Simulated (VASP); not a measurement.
Energy against volume of AlN (wurtzite). Calculation: PW91 GGA, VASP's PBE PAW potentials (set 64) (plane waves; VASP 6.6.1). Run with 520 eV cut-off, 8×8×5 Γ-centred mesh, Gaussian smearing of 0.050 eV, potentials Al N.

Shape and ions are relaxed at each volume.

| V (Å³/atom) | E (eV/atom) |
|---|---|
| 9.984 | -7.46499 |
| 10.302 | -7.48472 |
| 10.621 | -7.49096 |
| 10.940 | -7.48552 |

### Question
Fit these four points and predict the energy of the run at 11.258 Å³/atom.

### Answer
A cubic in V^(−2/3), the third-order Birch-Murnaghan form, passes through the four points with V0 = 10.62 Å³/atom and B0 = 195 GPa, and gives -7.4701 eV/atom there. The run gave -7.4701 eV/atom, +0.0 meV/atom from the fit; all five points give B0 = 195 GPa.

The compound is AlN in the wurtzite structure. It was relaxed first.
